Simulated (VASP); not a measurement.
All values below come from PBEsol GGA, VASP's PBE PAW potentials (set 64) (plane waves; VASP 6.6.1).

A VASP calculation is set up with these files.

**KPOINTS**
```
Automatic mesh
0
Gamma
8 8 8
0 0 0
```

**POSCAR**
```
MgS
5.2040340
  0.0000000000   0.4975124058   0.4975124058
  0.4999999678   0.0000000000   0.4975124058
  0.4999999678   0.4975124058   0.0000000000
Mg S
1 1
Cartesian
  0.0000000000   0.0000000000   0.0000000000
  0.4999999678   0.4975124058   0.4975124058
```

### INCAR
```
SYSTEM = MgS
PREC = Accurate
ENCUT = 480
EDIFF = 1E-7
NELM = 100
ALGO = Normal
LREAL = .FALSE.
LASPH = .TRUE.
ISMEAR = 0
SIGMA = 0.05
GGA = PS
LWAVE = .FALSE.
LCHARG = .FALSE.
ISIF = 2
```

POTCAR, in this order: Mg S (PBE.64 set). Program: vasp_std.

What VASP printed:

OSZICAR:
```
       N       E                     dE             d eps       ncg     rms          rms(c)
DAV:   1     0.196572426641E+02    0.19657E+02   -0.34539E+03   976   0.752E+02
DAV:   2    -0.861569846565E+01   -0.28273E+02   -0.26984E+02  1288   0.102E+02
DAV:   3    -0.943869931148E+01   -0.82300E+00   -0.82300E+00  1208   0.238E+01
DAV:   4    -0.944176798203E+01   -0.30687E-02   -0.30687E-02  1472   0.162E+00
DAV:   5    -0.944177191328E+01   -0.39313E-05   -0.39313E-05  1208   0.480E-02    0.415E+00
DAV:   6    -0.911850031606E+01    0.32327E+00   -0.81650E-01  1000   0.442E+00    0.314E+00
DAV:   7    -0.907707924974E+01    0.41421E-01   -0.20045E-01  1200   0.232E+00    0.196E+00
DAV:   8    -0.907447863631E+01    0.26006E-02   -0.88881E-03  1104   0.760E-01    0.687E-01
DAV:   9    -0.907436048198E+01    0.11815E-03   -0.37052E-04  1168   0.151E-01    0.240E-01
DAV:  10    -0.907436387602E+01   -0.33940E-05   -0.49031E-05  1320   0.432E-02    0.502E-02
DAV:  11    -0.907436544933E+01   -0.15733E-05   -0.80268E-07  1224   0.788E-03    0.139E-02
DAV:  12    -0.907436528465E+01    0.16468E-06   -0.62859E-08   800   0.152E-03    0.436E-03
DAV:  13    -0.907436522083E+01    0.63825E-07   -0.23686E-08   640   0.907E-04
   1 F= -.90743652E+01 E0= -.90743652E+01  d E =-.124898E-13
```

File OUTCAR:
```
------------------------ aborting loop because EDIFF is reached ----------------------------------------
  FORCE on cell =-STRESS in cart. coord.  units (eV):
  Direction    XX          YY          ZZ          XY          YZ          ZX
  --------------------------------------------------------------------------------------
  Total       -0.1685178     -0.0503253     -0.0503253     -0.0000000      0.0000000      0.0000000
  in kB       -7.7397712     -2.3113641     -2.3113641     -0.0000000      0.0000000      0.0000000
  external PRESSURE =      -4.1208331 kB  Pullay stress =       0.0000000 kB
  volume of cell :       34.88
      direct lattice vectors                 reciprocal lattice vectors
     0.000000000  2.589071475  2.589071475    -0.192158634  0.193119427  0.193119427
     2.602016833  0.000000000  2.589071475     0.192158634 -0.193119427  0.193119427
     2.602016833  2.589071475  0.000000000     0.192158634  0.193119427 -0.193119427
 POSITION                                       TOTAL-FORCE (eV/Angst)
 -----------------------------------------------------------------------------------
      0.00000      0.00000      0.00000         0.000000      0.000000      0.000000
      2.60202      2.58907      2.58907         0.000000      0.000000     -0.000000
 -----------------------------------------------------------------------------------
    total drift:                                0.000000      0.000000      0.000000
  FREE ENERGIE OF THE ION-ELECTRON SYSTEM (eV)
  ---------------------------------------------------
  free  energy   TOTEN  =        -9.0743652208 eV

  energy  without entropy=       -9.0743652208  energy(sigma->0) =       -9.07436522
```
(Selected blocks of OUTCAR.)

The compound is MgS in the rock salt structure. This cell was strained or had an atom moved on purpose.
